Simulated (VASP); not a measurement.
Crystal: Ga3F.

```
Ga F
1.0
     0.00000    3.24755    3.24755
     3.24755    0.00000    3.24755
     3.24755    3.24755    0.00000
Ga F
3 1
Direct
  0.25000 0.25000 0.25000
  0.75000 0.75000 0.75000
  0.00000 0.00000 0.00000
  0.50000 0.50000 0.50000
```

The cell was built by a generator and needn't be a form met in nature.

The cell isn't the ideal one: random cell by space group and Wyckoff sites (Fm-3m, No. 225).

```yaml
Program: VASP 6.6.1
Task: relaxation of cell and atoms
Functional: PBE
Potentials_or_basis: VASP PAW PBE potentials, release 64 (Ga_d, F)
Cutoff: 600 eV
k_mesh: 12 × 12 × 12
Occupations: gaussian, width 0.1 eV
Spin: no spin polarisation
```

At the start: pressure -1.7 GPa; volume 17.13 Å³/atom.

How do energy, volume and symmetry change on relaxing?

Over 3 steps the energy falls by 3.6 meV/atom and the volume is 16.49 Å³/atom (-3.7 %); space group Fm-3m (No. 225, to 0.05 Å).

The path:
```tsv
step	energy change (eV)	largest force (eV/Å)	pressure (GPa)	volume (Å³)
1	0.0000	0.0000	-1.74	68.50
2	-0.0133	0.0000	-0.55	66.67
3	-0.0146	0.0000	-0.05	65.97
```

Final structure:
```
CELL_PARAMETERS angstrom
0.00000 3.20701 3.20701
3.20701 0.00000 3.20701
3.20701 3.20701 0.00000
ATOMIC_POSITIONS crystal
Ga 0.25000 0.25000 0.25000
Ga 0.75000 0.75000 0.75000
Ga 0.00000 0.00000 0.00000
F 0.50000 0.50000 0.50000
```
